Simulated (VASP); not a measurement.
PtSe2:

```
Pt Se
1.0
     3.72400    0.00000    0.00000
    -1.86200    3.22508    0.00000
     0.00000    0.00000    5.06200
Pt Se
1 2
Direct
  0.00000 0.00000 0.00000
  0.33333 0.66667 0.25000
  0.66667 0.33333 0.75000
```

| Item | Value |
| --- | --- |
| Program | VASP 6.6.1 |
| Task | relaxation of cell and atoms |
| Functional | PBE |
| Dispersion | D3(BJ) |
| Potentials or basis | VASP PAW PBE potentials, release 64 (Pt, Se) |
| Cutoff | 520 eV |
| k mesh | 9 × 9 × 6 |
| Occupations | gaussian, width 0.02 eV |
| Spin | no spin polarisation |

At the start: pressure 3.5 GPa; volume 20.27 Å³/atom.

**Question.** Where does the relaxation end?

**Answer.** Over 6 steps the energy falls by 13.7 meV/atom and the volume is 20.25 Å³/atom (-0.1 %); space group P-3m1 (No. 164, to 0.05 Å).

Step by step:
| step | energy change (eV) | largest force (eV/Å) | pressure (GPa) | volume (Å³) |
| --- | --- | --- | --- | --- |
| 1 | 0.0000 | 0.6174 | 3.45 | 60.80 |
| 2 | 0.0309 | 0.3915 | -5.82 | 64.72 |
| 3 | -0.0238 | 0.1843 | -0.60 | 62.30 |
| 4 | -0.0238 | 0.1923 | -0.52 | 62.27 |
| 5 | -0.0292 | 0.1622 | -0.44 | 61.89 |
| 6 | -0.0412 | 0.0667 | -0.11 | 60.74 |

Final structure:
```
CELL_PARAMETERS angstrom
3.75127 0.00000 0.00000
-1.87564 3.24870 0.00000
0.00000 0.00000 4.98385
ATOMIC_POSITIONS crystal
Pt 0.00000 0.00000 0.00000
Se 0.33333 0.66667 0.25958
Se 0.66667 0.33333 0.74042
```

Caveat: pairwise dispersion overbinds metals, which lowers pressure and volume.
